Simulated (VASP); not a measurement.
The system is WSe2.

```
CELL_PARAMETERS angstrom
3.27666 0.00000 0.00000
-1.63833 2.83767 0.00000
0.00000 0.00000 12.90723
ATOMIC_POSITIONS crystal
W 0.33333 0.66667 0.25000
W 0.66667 0.33333 0.75000
Se 0.33333 0.66667 0.61973
Se 0.66667 0.33333 0.11973
Se 0.33333 0.66667 0.88027
Se 0.66667 0.33333 0.38027
```

The cell isn't the ideal one: a relaxed cell with its volume scaled by 1.02.

* Program: VASP 6.6.1
* Task: relaxation of shape and atoms at fixed volume
* Functional: LDA
* Potentials or basis: VASP PAW LDA potentials, release 64 (W_sv, Se)
* Cutoff: 600 eV
* k mesh: 9 × 9 × 2
* Occupations: gaussian, width 0.03 eV
* Spin: no spin polarisation

At the start: pressure -2.9 GPa; volume 20.00 Å³/atom.

Where does the relaxation end?

Over 5 steps the energy falls by 2.7 meV/atom; space group P6_3/mmc (No. 194, to 0.05 Å).

The path:
```tsv
step	energy change (eV)	largest force (eV/Å)	pressure (GPa)
1	0.0000	0.3278	-2.89
2	-0.0102	0.0135	-1.45
3	-0.0102	0.0302	-1.52
4	-0.0145	0.0148	-1.14
5	-0.0164	0.0010	-0.73
```

Final structure:
```yaml
crystal:
  lattice:
    - [3.26307, 0.00000, 0.00000]
    - [-1.63153, 2.82590, 0.00000]
    - [0.00000, 0.00000, 13.01499]
  atoms:
    - { symbol: W, position: [0.33333, 0.66667, 0.25000] }
    - { symbol: W, position: [0.66667, 0.33333, 0.75000] }
    - { symbol: Se, position: [0.33333, 0.66667, 0.62179] }
    - { symbol: Se, position: [0.66667, 0.33333, 0.12179] }
    - { symbol: Se, position: [0.33333, 0.66667, 0.87821] }
    - { symbol: Se, position: [0.66667, 0.33333, 0.37821] }
```
